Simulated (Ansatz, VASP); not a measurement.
# One calculation of SiTe3, two programs

```
Si Te
1.0
    -3.08780    3.08780    3.08780
     3.08780   -3.08780    3.08780
     3.08780    3.08780   -3.08780
Si Te
1 3
Direct
  0.00000 0.00000 0.00000
  0.00000 0.50000 0.50000
  0.50000 0.00000 0.50000
  0.50000 0.50000 0.00000
```

Alike in both runs: functional PBE; k mesh 10 × 10 × 10; occupations gaussian, width 0.1 eV; no spin polarisation.

Ansatz relaxed the structure, and its values are those at the end. VASP's run is a single point on that final structure, the one shown.

```csv
,VASP,Ansatz
version,VASP 6.6.1,Ansatz 0.2.0
potentials or method,"VASP PAW PBE potentials, release 64 (Si, Te)","scalar-relativistic, plane waves, PAW"
plane-wave cutoff (eV),520,420
valence electrons in the cell,22,52
```

```csv
,VASP,Ansatz,Ansatz less VASP
gap on the k mesh at the Fermi level (eV),none,none,-
pressure (GPa),0.0,0.0,+0.02
```

A gap of «none» marks a metal or a gap that the smearing closes. The two sets of potentials don't hold the same shells in valence.

Spin-orbit coupling is left out, which matters for the levels of Te.
